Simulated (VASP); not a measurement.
# BeCr3 (Pm-3m) in VASP: further runs, part 3 of 4

VASP 6.6.1. Earlier steps stand in the parts before.

## Step 4: Relaxation of cell and atoms, r2SCAN+D3(BJ), collinear spin, ferromagnetic start

Contents of INCAR:

```
SYSTEM = BeCr3
ALGO     = Normal         ! electronic algorithm
EDIFF    = 1E-7           ! SCF threshold, eV
EDIFFG   = -0.01          ! ionic threshold
ENCUT    = 600            ! plane-wave cutoff, eV
IBRION   = 2              ! ionic algorithm
ISIF     = 3              ! what is computed and relaxed
ISMEAR   = 1              ! smearing method
ISPIN    = 2              ! spin polarisation
IVDW     = 12             ! dispersion correction
LASPH    = .True.         ! aspherical terms in the spheres
LCHARG   = .False.        ! write CHGCAR
LMAXMIX  = 4              ! l up to which the mixer works
LMIXTAU  = .True.       
LORBIT   = 11             ! projections on sites
LREAL    = .False.        ! projectors in reciprocal space
LWAVE    = .False.        ! write WAVECAR
MAGMOM   = 3 3 3 0        ! initial moments
METAGGA  = R2SCAN         ! meta-GGA
NELM     = 120            ! most SCF steps
NSW      = 40             ! ionic steps
PREC     = Accurate       ! precision mode
SIGMA    = 0.1            ! smearing width, eV
VDW_A1   = 0.49484001   
VDW_A2   = 5.73083694   
VDW_S6   = 1.0          
VDW_S8   = 0.78981345
```

Contents of KPOINTS:

```
k-points
0
Gamma
  8 8 8
  0 0 0
```

Contents of POSCAR:

```
BeCr3
1.0
    3.5112140000      0.0000000000      0.0000000000
    0.0000000000      3.5112140000      0.0000000000
    0.0000000000      0.0000000000      3.5112140000
Cr Be
3 1
Direct
    0.5000000000      0.5000000000      0.0000000000
    0.5000000000      0.0000000000      0.5000000000
    0.0000000000      0.5000000000      0.5000000000
    0.0000000000      0.0000000000      0.0000000000
```

Potentials or basis: VASP PAW PBE potentials, release 64 (Cr_pv, Be).

The run is started by

```bash
> cat potpaw_PBE.64/Cr_pv/POTCAR potpaw_PBE.64/Be/POTCAR > POTCAR
> mpirun -np 1 vasp_std > vasp.out
```

OUTCAR:

```text
SYSTEM = BeCr3
   EDIFF = 1E-7
   EDIFFG = -0.01
   ENCUT = 600
   IBRION = 2
   ISIF = 3
   ISMEAR = 1
   ISPIN = 2
   IVDW = 12
   LASPH = .True.
   LORBIT = 11
   LREAL = .False.
   METAGGA = R2SCAN
   NELM = 120
   NSW = 40
   PREC = Accurate
 IVDW          = 12

 ion  position               nearest neighbor table
   1  0.500  0.500  0.000-   2 2.48   3 2.48   4 2.48   2 2.48   3 2.48   2 2.48   4 2.48   2 2.48
                             3 2.48   4 2.48   3 2.48   4 2.48
   2  0.500  0.000  0.500-   1 2.48   3 2.48   4 2.48   1 2.48   4 2.48   1 2.48   3 2.48   1 2.48
                             3 2.48   4 2.48   4 2.48   3 2.48
   3  0.000  0.500  0.500-   1 2.48   2 2.48   4 2.48   1 2.48   4 2.48   2 2.48   4 2.48   4 2.48
                             1 2.48   2 2.48   1 2.48   2 2.48
   4  0.000  0.000  0.000-   1 2.48   2 2.48   3 2.48   2 2.48   3 2.48   1 2.48   3 2.48   3 2.48
                             1 2.48   2 2.48   2 2.48   1 2.48

  LATTYP: Found a simple cubic cell.
 ALAT       =     3.5112140000

  Lattice vectors:

 A1 = (   3.5112140000,   0.0000000000,   0.0000000000)
 A2 = (   0.0000000000,   3.5112140000,   0.0000000000)
 A3 = (   0.0000000000,   0.0000000000,   3.5112140000)

Analysis of symmetry for initial positions (statically):
=====================================================================
 Subroutine PRICEL returns:
 Original cell was already a primitive cell.

 Routine SETGRP: Setting up the symmetry group for a
 simple cubic supercell.

 Subroutine GETGRP returns: Found 48 space group operations
 (whereof 48 operations were pure point group operations)
 out of a pool of 48 trial point group operations.

The static configuration has the point symmetry O_h .

Analysis of symmetry for dynamics (positions and initial velocities):
=====================================================================
 Subroutine PRICEL returns:
 Original cell was already a primitive cell.

 Routine SETGRP: Setting up the symmetry group for a
 simple cubic supercell.

 Subroutine GETGRP returns: Found 48 space group operations
 (whereof 48 operations were pure point group operations)
 out of a pool of 48 trial point group operations.

[... 142 lines left out ...]
   LORBIT       =     11    0 simple, 1 ext, 2 COOP (PROOUT), +10 PAW based schemes
   METAGGA = R2SCAN    functional components
   LHFCALC =     F    Hartree Fock is set to
   AEXX    =    0.0000 exact exchange contribution
   IVDW    =    12    specifies the selected vdW correction
   LEPSILON=     F    determine dielectric tensor
   LRPA    =     F    only Hartree local field effects (RPA)
 conjugate gradient relaxation of ions
 spin polarized calculation
 Methfessel and Paxton  Order N= 1 SIGMA  =   0.10
  energy-cutoff  :      600.00
  volume of cell :       43.29
 maximum number of plane-waves:      1472
   NGX = 15   NGY = 15   NGZ = 15

--------------------------------------- Ionic step        1  -------------------------------------------

 number of electron      37.9999983 magnetization      -0.0007121

 number of electron      37.9999983 magnetization       0.0005107

 Free energy of the ion-electron system (eV)
  ---------------------------------------------------
  ext. energy  EPLUGINS =         0.00000000
  ---------------------------------------------------
  free energy    TOTEN  =       -48.24639278 eV

  energy without entropy =      -48.24703501  energy(sigma->0) =      -48.24660685

 E-fermi :   9.8610     XC(G=0): -14.1572

 val. band max:        9.8522607533   @ k =   0.3750   0.0000   0.0000
 cond. band min:       9.9036656361   @ k =   0.5000   0.2500   0.0000
 fundamental gap:      0.0514048828
 Fermi energy:         9.8609594336

 spin component 1

 k-point     1 :       0.0000    0.0000    0.0000
  band No.  band energies     occupation
      1     -35.1940      1.00000
      2     -35.1940      1.00000
      3     -35.1940      1.00000
      4     -34.7073      1.00000
      5     -34.7073      1.00000
      6     -34.7073      1.00000
[... 1570 lines left out ...]
 number of electron      38.0000019 magnetization      -0.0000001

 number of electron      38.0000019 magnetization       0.0000058

 Free energy of the ion-electron system (eV)
  ---------------------------------------------------
  ext. energy  EPLUGINS =         0.00000000
  ---------------------------------------------------
  free energy    TOTEN  =       -48.25087725 eV

  energy without entropy =      -48.25206057  energy(sigma->0) =      -48.25127169

 E-fermi :  10.2901     XC(G=0): -14.3541

 val. band max:       10.2772523818   @ k =   0.5000   0.5000   0.1250
 cond. band min:      10.2922919304   @ k =   0.3750   0.0000   0.0000
 fundamental gap:      0.0150395487
 Fermi energy:        10.2900686090

 spin component 1

 k-point     1 :       0.0000    0.0000    0.0000
  band No.  band energies     occupation
      1     -34.7994      1.00000
      2     -34.7994      1.00000
      3     -34.7994      1.00000
      4     -34.2570      1.00000
      5     -34.2570      1.00000
      6     -34.2570      1.00000
[... 1518 lines left out ...]
  FREE ENERGIE OF THE ION-ELECTRON SYSTEM (eV)
  ---------------------------------------------------
  free  energy   TOTEN  =       -49.1292301878 eV

  energy  without entropy=      -49.1304135124  energy(sigma->0) =      -49.12962463

 reached required accuracy - stopping structural energy minimisation

 total charge

# of ion       s       p       d       tot
------------------------------------------
    1        0.652   6.409   4.256  11.317
    2        0.652   6.409   4.256  11.317
    3        0.652   6.409   4.256  11.317
    4        0.460   0.759   0.000   1.218
--------------------------------------------------
tot          2.415  19.986  12.767  35.168

 magnetization (x)

# of ion       s       p       d       tot
------------------------------------------
    1       -0.000  -0.000   0.000   0.000
    2       -0.000  -0.000   0.000   0.000
    3       -0.000  -0.000   0.000   0.000
    4        0.000   0.000   0.000   0.000
--------------------------------------------------
tot         -0.000  -0.000   0.000   0.000
```

OSZICAR:

```text
N       E                     dE             d eps       ncg     rms          rms(c)
DAV:   1     0.463319596554E+03    0.46332E+03   -0.24241E+04  3920   0.185E+03
DAV:   2    -0.349398095641E+02   -0.49826E+03   -0.48444E+03  3932   0.531E+02
DAV:   3    -0.573049500873E+02   -0.22365E+02   -0.21303E+02  4356   0.131E+02
DAV:   4    -0.577782874767E+02   -0.47334E+00   -0.47056E+00  4136   0.185E+01
[... 39 lines left out ...]
DAV:   9    -0.482508742467E+02   -0.68258E-03   -0.42987E-04  4388   0.154E-01    0.111E-02
DAV:  10    -0.482508762005E+02   -0.19538E-05   -0.28249E-05  5596   0.442E-02    0.143E-02
DAV:  11    -0.482508751651E+02    0.10354E-05   -0.64818E-07  4664   0.562E-03    0.204E-02
DAV:  12    -0.482508771525E+02   -0.19874E-05   -0.64406E-07  3988   0.780E-03    0.670E-03
DAV:  13    -0.482508772477E+02   -0.95210E-07   -0.10342E-07  2800   0.298E-03
   3 F= -.49129230E+02 E0= -.49129625E+02  d E =-.331086E-01  mag=     0.0000
```

It took 14 min on 1 thread of Intel Xeon Platinum 8259CL at 2.50GHz (Skylake/Cascade Lake), shared host; peak memory 0.24 GiB.

What came out:

```
Free energy                                           : -49.1292 eV
Relaxed volume                                        : 10.47 Å³/atom
Relaxed cell                                          : a = 3.473 Å, b = 3.473 Å, c = 3.473 Å, α = 90.00°, β = 90.00°, γ = 90.00°
Space group after relaxing (to 0.05 Å)                : Pm-3m (No. 221)
Energy gained by relaxing                             : 8.3 meV/atom
Ionic steps                                           : 3
Pressure after relaxing                               : -0.1 GPa
Band gap on the k mesh                                : none (metal or under the smearing width)
Net moment                                            : 0.00 μB per cell
Valence electrons inside the program's atomic spheres : Cr 11.32; Be 1.22
Dispersion energy per atom                            : -0.220 eV
```

Step by step:
```
step  energy change (eV)  largest force (eV/Å)  pressure (GPa)  volume (Å³)
   1              0.0000                0.0000           -7.31        43.29
   2              0.0159                0.0000           10.09        40.27
   3             -0.0331                0.0000           -0.05        41.89
```

Final structure:
```
Cr Be
1.0
     3.47298    0.00000    0.00000
     0.00000    3.47298    0.00000
     0.00000    0.00000    3.47298
Cr Be
3 1
Direct
  0.50000 0.50000 0.00000
  0.50000 0.00000 0.50000
  0.00000 0.50000 0.50000
  0.00000 0.00000 0.00000
```

Levels at points of the mesh, in eV from the Fermi level:
Spin up:
```
           k point  band 17  band 18  band 19  band 20  band 21  band 22
(0.00, 0.00, 0.00)     0.71     0.71     0.71     1.80     1.80     1.80
(0.50, 0.00, 0.00)    -1.00    -1.00    -0.16    -0.03     0.59     0.73
(0.50, 0.50, 0.00)    -1.91    -0.83    -0.83     0.38     0.49     0.49
(0.50, 0.50, 0.50)    -0.96    -0.96    -0.96     0.75     0.75     0.75
```
Spin down:
| k point | band 17 | band 18 | band 19 | band 20 | band 21 | band 22 |
| --- | --- | --- | --- | --- | --- | --- |
| (0.00, 0.00, 0.00) | 0.71 | 0.71 | 0.71 | 1.80 | 1.80 | 1.80 |
| (0.50, 0.00, 0.00) | -1.00 | -1.00 | -0.16 | -0.03 | 0.59 | 0.73 |
| (0.50, 0.50, 0.00) | -1.91 | -0.83 | -0.83 | 0.38 | 0.49 | 0.49 |
| (0.50, 0.50, 0.50) | -0.96 | -0.96 | -0.96 | 0.75 | 0.75 | 0.75 |

Caveat: the starting moments collapsed, and a magnetic state may lie lower; the PAW data sets were made with another functional, which shifts forces and pressure a little; pairwise dispersion overbinds metals, which lowers pressure and volume.

## Step 5: Relaxation of cell and atoms, LDA, collinear spin, ferromagnetic start

Contents of INCAR:

```
PREC     = Accurate       # precision mode
ENCUT    = 600            # plane-wave cutoff, eV
EDIFF    = 1E-7           # SCF threshold, eV
ISMEAR   = -1             # smearing method
SIGMA    = 0.05           # smearing width, eV
LREAL    = False          # projectors in reciprocal space
LASPH    = True           # aspherical terms in the spheres
NELM     = 150            # most SCF steps
ALGO     = Normal         # electronic algorithm
ISIF     = 3              # what is computed and relaxed
LWAVE    = False          # write WAVECAR
LCHARG   = False          # write CHGCAR
ISPIN    = 2              # spin polarisation
MAGMOM   = 3 3 3 0        # initial moments
LORBIT   = 11             # projections on sites
LMAXMIX  = 4              # l up to which the mixer works
IBRION   = 2              # ionic algorithm
NSW      = 60             # ionic steps
EDIFFG   = -0.005         # ionic threshold
```

Contents of KPOINTS:

```
Automatic mesh
0
Gamma
  6 6 6
```

POSCAR is that of step 4.

Potentials or basis: VASP PAW LDA potentials, release 64 (Cr_pv, Be).

The run is started by

```bash
> cat potpaw_LDA.64/Cr_pv/POTCAR potpaw_LDA.64/Be/POTCAR > POTCAR
> mpirun -np 1 vasp_std > vasp.out
```

Wall time 2.3 min (1 thread of AMD EPYC 7R13 (Zen 3), shared host); peak memory 0.14 GiB.

It converged, with:

```yaml
Free_energy: -35.5679 eV
Relaxed_volume: 10.13 Å³/atom
Relaxed_cell: a = 3.435 Å, b = 3.435 Å, c = 3.435 Å, α = 90.00°, β = 90.00°, γ = 90.00°
Space_group_after_relaxing_to_0.05_Å: Pm-3m (No. 221)
Energy_gained_by_relaxing: 33.0 meV/atom
Ionic_steps: 4
Pressure_after_relaxing: 0.0 GPa
Band_gap_on_the_k_mesh: none (metal or under the smearing width)
Net_moment: 0.00 μB per cell
Valence_electrons_inside_the_program's_atomic_spheres: Cr 11.21; Be 1.24
```

The path:
```csv
step,energy change (eV),largest force (eV/Å),pressure (GPa),volume (Å³)
1,0.0000,0.0000,-14.46,43.29
2,0.0753,0.0000,23.13,37.45
3,-0.1321,0.0000,-0.31,40.57
4,-0.1321,0.0000,0.01,40.51
```

Final structure:
```
Cr Be
1.0
     3.43455    0.00000    0.00000
     0.00000    3.43455    0.00000
     0.00000    0.00000    3.43455
Cr Be
3 1
Cartesian
  1.7173 1.7173 0.0000
  1.7173 0.0000 1.7173
  0.0000 1.7173 1.7173
  0.0000 0.0000 0.0000
```

Levels at points of the mesh, in eV from the Fermi level:
Spin up:
```csv
k point,band 15,band 16,band 17,band 18,band 19,band 20,band 21,band 22,band 23,band 24
"(0.00, 0.00, 0.00)",-3.18,-3.18,0.64,0.64,0.64,1.92,1.92,1.95,1.95,1.95
"(0.50, 0.00, 0.00)",-2.62,-1.53,-0.76,-0.76,-0.15,-0.14,0.40,0.80,0.80,1.18
"(0.50, 0.50, 0.00)",-1.93,-1.86,-1.86,-0.61,-0.61,0.32,0.32,0.41,1.31,1.41
"(0.50, 0.50, 0.50)",-0.91,-0.91,-0.89,-0.89,-0.89,0.48,0.48,0.48,1.27,1.27
```
Spin down:
| k point | band 17 | band 18 | band 19 | band 20 | band 21 | band 22 |
| --- | --- | --- | --- | --- | --- | --- |
| (0.00, 0.00, 0.00) | 0.64 | 0.64 | 0.64 | 1.92 | 1.92 | 1.95 |
| (0.50, 0.00, 0.00) | -0.76 | -0.76 | -0.15 | -0.14 | 0.40 | 0.80 |
| (0.50, 0.50, 0.00) | -1.86 | -0.61 | -0.61 | 0.32 | 0.32 | 0.41 |
| (0.50, 0.50, 0.50) | -0.89 | -0.89 | -0.89 | 0.48 | 0.48 | 0.48 |

Caveat: the starting moments collapsed, and a magnetic state may lie lower.

(Continued in part 4 of 4.)
